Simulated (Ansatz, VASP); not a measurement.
# ZrW in two plane-wave programs

Aim: how closely do two programs agree when they are given the same cell, functional and k mesh? The cell is invented: As first built, before any earlier steps moved the atoms (in the runner's words): it takes the MoRu structure with all of its atoms replaced by other elements, volume scaled by an estimate. It may not be a known or stable phase. The cell is taken from a series of VASP runs on this material, whose earlier steps may have relaxed, scaled or displaced it; both programs get it as it stands.

Method: plane waves, with VASP 6.6.1 beside it; band structure at LDA and band structure at LDA, spin-orbit coupling, in Ansatz 0.2.0.

### 1. The structure

Symmetry: P-6m2, No. 187, hexagonal system. The conventional cell has a = 2.804 Å, b = 2.804 Å, c = 5.238 Å, α = 90.00°, β = 90.00°, γ = 120.00°. Nearest to W lie 6 W at 2.80 Å and 6 Zr at 3.08 Å. Zr has 6 Zr at 2.80 Å and 6 W at 3.08 Å nearest. As first built, before any earlier steps moved the atoms (in the runner's words): sites of the MoRu structure (space group 187) filled with other elements, volume scaled by an estimate. Farther neighbours are not listed.

### 2. Ansatz: band structure, LDA

Ansatz runs on its default PAW (the set named soft_2) files.

With cell and atoms fixed, the geometry can't cause a difference; cores, projectors, grids and the points listed under the comparison can.

File input.yaml:

```yaml
crystal:
  lattice:
    - [2.8043403618, 4.97e-08, 0.0]
    - [-1.4021705923, 2.4286304127, 0.0]
    - [0.0, 0.0, 5.2379057669]
  atoms:
    - { symbol: W, position: [0.33333333, 0.66666667, 0.0] }
    - { symbol: Zr, position: [0.0, 0.0, 0.5] }
hamiltonian:
  xc: lda
  pseudopotentials: { kind: paw }
kpoints:
  mp_grid: { grid: [11, 11, 5] }
  band_path:
    path:
      - [0.0, 0.0, 0.0]
      - [0.13333, 0.0, 0.0]
      - [0.3, 0.0, 0.0]
      - [0.46667, 0.0, 0.0]
      - [0.46667, 0.06667, 0.0]
      - [0.41111, 0.17778, 0.0]
      - [0.35556, 0.28889, 0.0]
      - [0.28889, 0.28889, 0.0]
      - [0.17778, 0.17778, 0.0]
      - [0.06667, 0.06667, 0.0]
      - [0.0, 0.0, 0.03333]
      - [0.0, 0.0, 0.2]
      - [0.0, 0.0, 0.36667]
      - [0.0, 0.0, 0.5]
      - [0.16667, 0.0, 0.5]
      - [0.3, 0.0, 0.5]
      - [0.46667, 0.0, 0.5]
      - [0.46667, 0.06667, 0.5]
      - [0.41111, 0.17778, 0.5]
      - [0.35556, 0.28889, 0.5]
      - [0.28889, 0.28889, 0.5]
      - [0.17778, 0.17778, 0.5]
      - [0.06667, 0.06667, 0.5]
      - [0.5, 0.0, 0.46667]
      - [0.5, 0.0, 0.3]
      - [0.5, 0.0, 0.13333]
      - [0.33333, 0.33333, 0.0]
      - [0.33333, 0.33333, 0.16667]
      - [0.33333, 0.33333, 0.33333]
      - [0.33333, 0.33333, 0.5]
    npoints: 1
scf:
  occupations: { method: fermi_dirac, width: 0.05 }
  n_extra_bands: 7
output:
  forces: true
  stress: true
  eigenvalues: true
```

Started as:

```bash
$ ansatz run input.yaml --threads 2 --pin off --max-ram 4608MiB --backend cpu --events-out ev --progress --plain --runs-dir out
```

Numbers of over 12 decimals in the logs are rounded to 6 here.

Log:

```text
Warning: the atoms were moved onto the symmetric positions of the space group found under crystal.symmetry.tolerance 1.0e-5 (fractional; no operation is sought that the atoms, as they stand in a round, miss by more than twice it, and no atom is moved by as much as it), and the run uses the moved positions. Before a round's move an operation carried an atom to 1.40e-8 Å from where it should land, the largest such dist [...]
scf.n_extra_bands = 7 over 13 filled bands (N_el = 26.0): the run solves 20 bands
Engine: ansatz 0.2.0, aarch64-unknown-linux-gnu
Pseudopotentials: kind: paw
Pseudopotential: W, paw, valence charge 14, recommended cutoff 420 eV (normal), W.paw.azcp
Pseudopotential: Zr, paw, valence charge 12, recommended cutoff 420 eV (normal), Zr.paw.azcp
Functional definition: SPW92
  exchange = slater_x
  correlation = pw_c
Crystal: 2 atoms, lattice volume = 35.674 Å³
Basis set: ecut = 420 eV, 701 PW (Γ)
Bands: 20, of which v1, the nominal top of the filled ones, is band 13 counted from 1 (12 counted from 0)
Symmetry: 12 space group operations
Space group: P-6m2 (ITA 187), of the structure as read, at distance tolerance 3.3e-5 Å
k-points: 48 of 605 (time reversal used)
Non-local potential: W, projectors of the file, l = 0: 3, l = 1: 2, l = 2: 2, l = 3: 1
Non-local potential: Zr, projectors of the file, l = 0: 3, l = 1: 2, l = 2: 2, l = 3: 2
PAW form: soft (Blöchl's): semilocal exchange-correlation on the pseudo side does not see the compensation charge
PAW frozen core: W, regenerated for the run's functional, and the local potential with it (the file was generated under x = pbe(κ = 0.804, μ = 0.219515), c = pbe(β = 0.066725))
PAW frozen core: Zr, regenerated for the run's functional, and the local potential with it (the file was generated under x = pbe(κ = 0.804, μ = 0.219515), c = pbe(β = 0.066725))
PAW one-centre angular grid: W, 590 points (default); XC on 64 Gauss nodes
PAW one-centre angular grid: Zr, 590 points (default); XC on 64 Gauss nodes
Initial density: superposition of atomic densities (neutral atoms: chi_scale 0, normalization atom), corrected by the library's trained network
Initial wavefunctions: pseudopotential atomic-orbital guess
Functional: x = slater, c = lda
SCF iter   1: F=—  HF=-14206.451802 eV  |F-HF|=—  |Δ(HF+E_count)|=         —  Δρ=1.50e-2  dr2=2.89e-1  ethr=1.77e-3  ⟨swp⟩=5.4  Hψ=4089  notcnv=0  defer=11
preconditioner: auto → Kerker (q_TF=auto, 2.588 Å⁻¹)  [metal: Δε(μ)=0.014 eV  Ē_g=6.320 eV  σ=0.050 eV  W_gap=0.07  n_scr=10 (ndim 8)  ℏωp=19.7 eV  f_vac=0.000  D(μ)=3.03/eV (n_scr^D=36)]
SCF iter   2: F=—  HF=-14206.433011 eV  |F-HF|=—  |Δ(HF+E_count)|=   1.88e-2  Δρ=8.36e-3  dr2=8.48e-2  ethr=1.11e-3  ⟨swp⟩=1.0  Hψ=1344  notcnv=0  defer=18
SCF iter   3: F=—  HF=-14206.424879 eV  |F-HF|=—  |Δ(HF+E_count)|=   8.13e-3  Δρ=9.90e-4  dr2=3.56e-4  ethr=3.26e-4  ⟨swp⟩=1.8  Hψ=996  notcnv=0  defer=31
SCF iter   4: F=—  HF=-14206.424817 eV  |F-HF|=—  |Δ(HF+E_count)|=   6.12e-5  Δρ=2.01e-4  dr2=1.46e-5  ethr=1.37e-6  ⟨swp⟩=2.0  Hψ=1124  notcnv=0  defer=31
SCF iter   5: F=—  HF=-14206.424813 eV  |F-HF|=—  |Δ(HF+E_count)|=   4.27e-6  Δρ=3.22e-5  dr2=3.72e-7  ethr=5.61e-8  ⟨swp⟩=1.4  Hψ=948  notcnv=0  defer=34
SCF iter   6: F=-14206.424813 eV  HF=-14206.424813 eV  |F-HF|=4.58e-9  |Δ(HF+E_count)|=   2.57e-8  Δρ=6.01e-6  dr2=1.20e-8  ethr=3.85e-10  ⟨swp⟩=8.6  Hψ=3890  notcnv=0
SCF 1 converged in 6 iterations: F = -14206.424813 eV  dr2 = 1.20e-8
  greatest PAW one-centre occupation: 1.000 electrons in one spin orbital (limit 2), on the W atom at site 0 (counted from 0), in its partial waves of l = 0
NSCF: frozen V_eff on 30 k-points
SCF converged after 6 iterations
Free energy (F): -14206.424813 eV
Harris-Foulkes:  -14206.424813 eV  (|F-HF|=4.58e-9)
Internal energy: -14206.401800 eV  (E = F + TS)
E sigma→0 (E₀):  -14206.413306 eV
Entropy (-TS):   -0.023013 eV (-11.507 meV/atom)
Fermi energy:    18.771549 eV
--- Per-component energies (eV) ---
  E_band       = -163.219541
  E_kinetic    = 788.520711
  E_local      = -1233.101190  (includes V_loc(G=0)·N_el)
  E_nonlocal   = 93.269700
  E_hartree    = 416.899785
  E_xc         = -426.621095
  E_vxc        = -431.087538  (∫ρ·V_xc dr)
  E_paw        = -11159.573746  (= ΣΔE_a)
  E_vpaw       = -214.620739  (= ΣTr[D̂ρ^β])
  E_aug_tail   = -0.000041  (compensation charges beyond the density's cutoff)
  E_ewald      = -2686.449477
  E_core_change = 0.653554  (= ΣΔE_core)
  E_smearing   = -0.023013  (= −TS)
  E_closure    = 0.000000  (closes the sum)
  Σ components = -14206.424813   (vs F -14206.424813, Δ=0.00e0)
--- Forces (eV/Å), atoms counted from 1 ---
  atom   1  W      0.00000000    -0.00000000    -0.00000000
  atom   2  Zr    -0.00000000     0.00000000     0.00000000
  max |Σ_I F_I| component: 5.78e-17 eV/Å
--- Stress (GPa, compression-positive) ---
        0.688584      -0.000000      -0.000000
        0.000000       0.688584      -0.000000
       -0.000000      -0.000000       0.470249
  P = ⅓ Tr σ = 0.6158 GPa (6.158 kbar)
--- Band table (eV; the first three rows and the last of 48) ---
  k-point 0: bands = [... 9 lower, 14.5427, 17.6119, 18.5970, 18.5970, 19.0659, 20.3148, 20.3148, 21.3975, ... 3 higher]
  k-point 1: bands = [... 9 lower, 14.5551, 17.4712, 18.4615, 18.5764, 18.5764, 20.1560, 20.1560, 21.6719, ... 3 higher]
  k-point 2: bands = [... 9 lower, 14.5205, 17.0760, 17.7216, 18.5476, 18.5476, 19.9621, 19.9621, 22.0889, ... 3 higher]
  k-point 47: bands = [... 9 lower, 16.1639, 16.7583, 17.0245, 17.7552, 18.9351, 20.2237, 20.7858, 23.2010, ... 3 higher]
```

It took 4.3 s on 2 threads of Arm Neoverse N1, shared host; peak memory 0.33 GiB.

In the SCF lines HF is the Harris–Foulkes energy and dr2 the Hartree energy of the density residual, in eV; the loop may stop once dr2 is under the threshold and the program's other checks hold. Hψ counts applications of the Hamiltonian.

### 3. VASP: band structure, LDA

The same cell, functional (in two slightly different forms), mesh and smearing now go to VASP, with its own data sets and cutoff.

Lines of VASP's logs that name or quote its potential files are left out, and so is its time.

File INCAR:

```
SYSTEM = ZrW
PREC = Accurate
ENCUT = 400
EDIFF = 1E-06
NELM = 100
ISMEAR = -1
SIGMA = 0.05
LREAL = .FALSE.
ALGO = Normal
GGA = CA
NBANDS = 21
LORBIT = 11
LWAVE = .FALSE.
LCHARG = .FALSE.
```

File POSCAR:

```
ZrW
1.0
    2.8043403618      0.0000000497      0.0000000000
   -1.4021705923      2.4286304127      0.0000000000
    0.0000000000      0.0000000000      5.2379057669
W Zr
1 1
Direct
    0.3333333300      0.6666666700      0.0000000000
    0.0000000000      0.0000000000      0.5000000000
```

File KPOINTS:

```
Automatic mesh
0
Gamma
11 11 5
0 0 0
```

File KPOINTS_OPT:

```
Line mode
16
Line-mode
Reciprocal
  0.00000000   0.00000000   0.00000000 GAMMA
  0.50000000   0.00000000   0.00000000 M

  0.50000000   0.00000000   0.00000000 M
  0.33333333   0.33333333   0.00000000 K

  0.33333333   0.33333333   0.00000000 K
  0.00000000   0.00000000   0.00000000 GAMMA

  0.00000000   0.00000000   0.00000000 GAMMA
  0.00000000   0.00000000   0.50000000 A

  0.00000000   0.00000000   0.50000000 A
  0.50000000   0.00000000   0.50000000 L

  0.50000000   0.00000000   0.50000000 L
  0.33333333   0.33333333   0.50000000 H

  0.33333333   0.33333333   0.50000000 H
  0.00000000   0.00000000   0.50000000 A

  0.50000000   0.00000000   0.50000000 L
  0.50000000   0.00000000   0.00000000 M

  0.33333333   0.33333333   0.00000000 K
  0.33333333   0.33333333   0.50000000 H
```

Potentials, in the order of the species: W and Zr_sv (LDA family, release 64).

Started as:

```bash
$ mpirun -np 1 vasp_std
```

Log:

```text
[banner, memory and clock lines left out]
running    1 mpi-ranks, on    1 nodes
 distrk:  each k-point on    1 cores,    1 groups
 distr:  one band on    1 cores,    1 groups

 POSCAR found type information on POSCAR W Zr
 POSCAR found :  2 types and       2 ions
 LDA part: xc-table for (Slater(with rela. corr.)+CA(PZ))
 , standard interpolation
 POSCAR, INCAR and KPOINTS ok, starting setup
 FFT: planning ... GRIDC
 FFT: planning ... GRID_SOFT
 FFT: planning ... GRID
 WAVECAR not read
 entering main loop
       N       E                     dE             d eps       ncg     rms          rms(c)
DAV:   1     0.972632430694E+02    0.97263E+02   -0.76937E+03  2032   0.675E+02
DAV:   2    -0.170160798516E+02   -0.11428E+03   -0.10885E+03  2342   0.221E+02
DAV:   3    -0.235390488893E+02   -0.65230E+01   -0.63061E+01  3174   0.393E+01
DAV:   4    -0.236586613510E+02   -0.11961E+00   -0.11940E+00  2297   0.476E+00
DAV:   5    -0.236602380710E+02   -0.15767E-02   -0.15765E-02  2589   0.489E-01    0.245E+01
DAV:   6    -0.230945799843E+02    0.56566E+00   -0.21627E+00  2613   0.678E+00    0.997E+00
DAV:   7    -0.230905697112E+02    0.40103E-02   -0.37524E+00  2349   0.777E+00    0.739E+00
DAV:   8    -0.225795548139E+02    0.51101E+00   -0.12054E+00  2433   0.440E+00    0.721E-01
DAV:   9    -0.225833869913E+02   -0.38322E-02   -0.51060E-02  2321   0.121E+00    0.343E-01
DAV:  10    -0.225831326721E+02    0.25432E-03   -0.80439E-04  2469   0.182E-01    0.187E-01
DAV:  11    -0.225829760358E+02    0.15664E-03   -0.40342E-04  2453   0.120E-01    0.824E-02
DAV:  12    -0.225829680341E+02    0.80016E-05   -0.17681E-05  2313   0.301E-02    0.289E-02
DAV:  13    -0.225829673704E+02    0.66369E-06   -0.78805E-07  1657   0.494E-03
   1 F= -.22582967E+02 E0= -.22571433E+02  d E =-.230689E-01
 Start KPOINTS_OPT (optional k-point list driver)
k-point batch [1-48\144]
       N       E                     dE             ncg
DAV:   1     0.617405228096E+03   -0.23220E+05     2016
DAV:   2    -0.500669821705E+04   -0.56241E+04     2316
DAV:   3    -0.533980727036E+04   -0.33311E+03     3198
DAV:   4    -0.534768378759E+04   -0.78765E+01     2276
DAV:   5    -0.534779980012E+04   -0.11601E+00     2530
DAV:   6    -0.534780235609E+04   -0.25560E-02     2349
DAV:   7    -0.534780240072E+04   -0.44635E-04     2342
DAV:   8    -0.534780240208E+04   -0.13554E-05     1697
DAV:   9    -0.534780240219E+04   -0.10812E-06     1521
[...]
k-point batch [97-144\144]
       N       E                     dE             ncg
DAV:   1     0.410518006628E+03   -0.31074E+05     2016
DAV:   2    -0.505625284425E+04   -0.54668E+04     2343
DAV:   3    -0.538268612007E+04   -0.32643E+03     3285
DAV:   4    -0.538670193172E+04   -0.40158E+01     2337
DAV:   5    -0.538675366024E+04   -0.51729E-01     2466
DAV:   6    -0.538675506812E+04   -0.14079E-02     2358
DAV:   7    -0.538675511993E+04   -0.51819E-04     2533
DAV:   8    -0.538675512204E+04   -0.21040E-05     1702
DAV:   9    -0.538675512214E+04   -0.98893E-07     1604
```

Parts of OUTCAR (step 3):

```text
ion  position               nearest neighbor table
   1  0.333  0.667  0.000-   2 3.08   2 3.08   2 3.08   2 3.08   2 3.08   2 3.08
   2  0.000  0.000  0.500-   1 3.08   1 3.08   1 3.08   1 3.08   1 3.08   1 3.08

  LATTYP: Found a hexagonal cell.
 ALAT       =     2.8043403618
 C/A-ratio  =     1.8677853224

 Subroutine GETGRP returns: Found 12 space group operations
 (whereof 12 operations were pure point group operations)

The static configuration has the point symmetry D_3h.

 Found     48 irreducible k-points:

   k-points           NKPTS =     48   k-points in BZ     NKDIM =     48   number of bands    NBANDS=     21

   dimension x,y,z NGX =    18 NGY =   18 NGZ =   36
   dimension x,y,z NGXF=    36 NGYF=   36 NGZF=   72

   ENCUT  =  400.0 eV  29.40 Ry    5.42 a.u.   4.57  4.57  8.54*2*pi/ulx,y,z

   NELECT =      18.0000    total number of electrons

 k-points in reciprocal lattice and weights: Automatic mesh
   0.00000000  0.00000000  0.00000000       0.002
   0.09090909  0.00000000  0.00000000       0.010
   0.18181818  0.00000000  0.00000000       0.010
   0.27272727 -0.00000000  0.00000000       0.010
   0.36363636  0.00000000  0.00000000       0.010
   0.45454545 -0.00000000  0.00000000       0.010
   0.09090909  0.09090909  0.00000000       0.010
   0.18181818  0.09090909  0.00000000       0.020
   0.27272727  0.09090909  0.00000000       0.020
[...]
0.27272727  0.27272727  0.40000000       0.020
   0.36363636  0.27272727  0.40000000       0.020

 average (electrostatic) potential at core
       1 -36.5709       2 -73.3564

 E-fermi :   9.1039

 k-point     1 :       0.0000    0.0000    0.0000
  band No.  band energies     occupation
    ...
      5       1.4526      2.00000
      6       4.8862      2.00000
      7       7.9398      2.00000
      8       8.9232      1.94751
      9       8.9232      1.94750
     10       9.4162      0.00387
     11      10.6409      0.00000
     12      10.6409      0.00000
     13      11.7060      0.00000
     14      11.7060      0.00000
    ...

 k-point     2 :       0.0909    0.0000    0.0000
  band No.  band energies     occupation
    ...
      5       1.7874      2.00000
      6       5.2237      2.00000
      7       8.0667      2.00000
      8       8.7235      1.99901
      9       8.8696      1.98170
     10       9.2330      0.14051
     11      10.2741      0.00000
     12      10.9864      0.00000
     13      11.4368      0.00000
     14      11.5107      0.00000
    ...

 k-point     3 :       0.1818    0.0000    0.0000
  band No.  band energies     occupation
    ...
      5       2.6924      2.00000
      6       5.9585      2.00000
      7       7.7891      2.00000
      8       7.8581      2.00000
      9       8.6962      1.99943
     10      10.0094      0.00000
     11      10.1314      0.00000
     12      10.5861      0.00000
     13      11.0472      0.00000
     14      11.9884      0.00000
    ...

  Total       -0.0038204     -0.0038204      0.0047181      0.0000000     -0.0000000     -0.0000000
  in kB       -0.1715799     -0.1715799      0.2118982      0.0000000     -0.0000000     -0.0000000
  external PRESSURE =      -0.0437539 kB  Pullay stress =       0.0000000 kB

  energy-cutoff  :      400.00
  volume of cell :       35.67
      direct lattice vectors                 reciprocal lattice vectors
     2.804340362  0.000000050  0.000000000     0.356590093  0.205877411  0.000000000
    -1.402170592  2.428630413  0.000000000    -0.000000007  0.411754701  0.000000000
     0.000000000  0.000000000  5.237905767     0.000000000  0.000000000  0.190915997

 POSITION                                       TOTAL-FORCE (eV/Angst)
 -----------------------------------------------------------------------------------
     -0.00000      1.61909      0.00000         0.000000      0.000000      0.000000
      0.00000      0.00000      2.61895        -0.000000     -0.000000      0.000000
 -----------------------------------------------------------------------------------
    total drift:                                0.000000     -0.000000      0.000000

  FREE ENERGIE OF THE ION-ELECTRON SYSTEM (eV)
  ---------------------------------------------------
  free  energy   TOTEN  =       -22.5829673704 eV

  energy  without entropy=      -22.5598984684  energy(sigma->0) =      -22.57143292

 total charge
# of ion       s       p       d       tot
------------------------------------------
    1        0.689   0.552   4.093   5.334
    2        2.255   5.964   1.997  10.216
--------------------------------------------------
tot          2.944   6.516   6.090  15.550

[... 3 further parts left out ...]
```

The data set W keeps the semicore shell frozen, which is cheaper and a little less accurate.

### 4. Side by side

Known differences besides the potentials themselves: the two LDA forms differ slightly; the data sets hold 26 valence electrons in Ansatz (default PAW (the set named soft_2) files) and 18 in VASP; the cutoff is 420 eV in Ansatz and 400 eV in VASP; VASP's log shows a relativistic correction to its local exchange, Ansatz's none. Total energies have different zeros and are not compared.

Both answers:

```
      quantity  Ansatz  VASP  difference
pressure (GPa)    0.62  0.00       +0.62
```

Levels from 3 eV below to 2 eV above the Fermi level differ by 7 meV r.m.s. and 20 meV at most; each VASP level is matched to the nearest of Ansatz, which flatters the figure a little.

(Part 1 of 2 ends here.)

[Lines on the potential files, build, host, timing and source positions are cut from VASP's logs without a mark.]

[Logs are printed without paths, hosts, clocks, repeated set-up lines and the standing remarks that a program may print on its own settings, such as how far it seeks lower states.]

[Hosts, paths, dates, database ids (printed as entryN), source tags and the programs' standing remarks are cut or masked in the printed files.]
